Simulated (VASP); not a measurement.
Data:

```cif
data_Ag4
_chemical_formula_sum 'Ag4'
_space_group_name_H-M_alt 'Fm-3m'
_space_group_IT_number 225
_space_group_name_Hall '-F 4 2 3'
_cell_length_a 4.04547
_cell_length_b 4.04547
_cell_length_c 4.04547
_cell_angle_alpha 90.000
_cell_angle_beta 90.000
_cell_angle_gamma 90.000
loop_
_atom_site_label
_atom_site_type_symbol
_atom_site_symmetry_multiplicity
_atom_site_Wyckoff_symbol
_atom_site_fract_x
_atom_site_fract_y
_atom_site_fract_z
_atom_site_occupancy
Ag1 Ag 4 a 0.00000 0.00000 0.00000 1
```
(The calculation used a cell of 1 atom; values per cell refer to that cell.)

Level of theory: PBEsol GGA, VASP's PBE PAW potentials (set 64) (plane waves; VASP). Settings: 480 eV cut-off, 14×14×14 Γ-centred mesh, first-order Methfessel-Paxton smearing of 0.10 eV, potentials Ag.

Each relaxation starts from this cell; other phases were not tried.

Task: The cell is relaxed at 10 GPa. What happens?

Result: The volume per atom goes from 16.55 to 15.51 Å³ (-6.3 %), and the cell becomes a = b = c = 3.9592 Å, α = β = γ = 90.00°, space group Fm-3m.

Task: The cell is relaxed at 30 GPa. What happens?

Result: The volume per atom goes from 16.55 to 14.17 Å³ (-14.4 %), and the cell becomes a = 3.842 Å, b = 3.842 Å, c = 3.842 Å, α = 90.00°, β = 90.00°, γ = 90.00°, space group Fm-3m.

Failed runs are left out, and for metals the shear rows, which the mesh's noise covers.

The compound is Ag in the fcc structure.
